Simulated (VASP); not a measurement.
A run of VASP 6.6.1 is set up as follows.

File INCAR:

```
PREC     = Accurate       # precision mode
ENCUT    = 520            # plane-wave cutoff, eV
EDIFF    = 1E-6           # SCF threshold, eV
ISMEAR   = 0              # smearing method
SIGMA    = 0.01           # smearing width, eV
LREAL    = False          # projectors in reciprocal space
LASPH    = True           # aspherical terms in the spheres
NELM     = 100            # most SCF steps
ALGO     = Fast           # electronic algorithm
ISIF     = 2              # what is computed and relaxed
LWAVE    = False          # write WAVECAR
LCHARG   = True           # write CHGCAR
GGA      = PE             # functional
LELF     = True           # ELF
```

Contents of KPOINTS:

```
regular mesh
0
Gamma
  1 1 1
```

File POSCAR:

```
H2C2IF
1.0
   12.0000000000      0.0000000000      0.0000000000
    0.0000000000     11.0000000000      0.0000000000
    0.0000000000      0.0000000000     13.0000000000
F C I H
1 2 1 2
Direct
    0.3993500000      0.4503454500      0.3819884600
    0.4433666700      0.4762181800      0.4736884600
    0.5475833300      0.5130727300      0.4819961500
    0.6169750000      0.5534727300      0.6232423100
    0.3851916700      0.4635181800      0.5365038500
    0.6014916700      0.5239272700      0.4159884600
```

Potentials or basis: VASP PAW PBE potentials, release 64 (F, C, I, H).

Command:

```bash
$ cat potpaw_PBE.64/F/POTCAR potpaw_PBE.64/C/POTCAR potpaw_PBE.64/I/POTCAR potpaw_PBE.64/H/POTCAR > POTCAR
$ mpirun -np 1 vasp_gam > vasp.out
```

Question: Predict the largest force.

Answer: 1.163 eV/Å.

Question: Predict the gap between the frontier levels.

Answer: 4.06 eV.

Forces in eV/Å, atoms in the order of the input:
```
F   -0.479 -0.253 -1.029
C   -0.079  0.048  0.746
C    0.428  0.136  0.009
I    0.147  0.073  0.267
H   -0.177 -0.037  0.187
H    0.160  0.033 -0.181
```

Caveat: spin-orbit coupling is left out, which moves the levels of the heavy elements. PBE gaps usually lie below the measured ones, often by a third to a half.
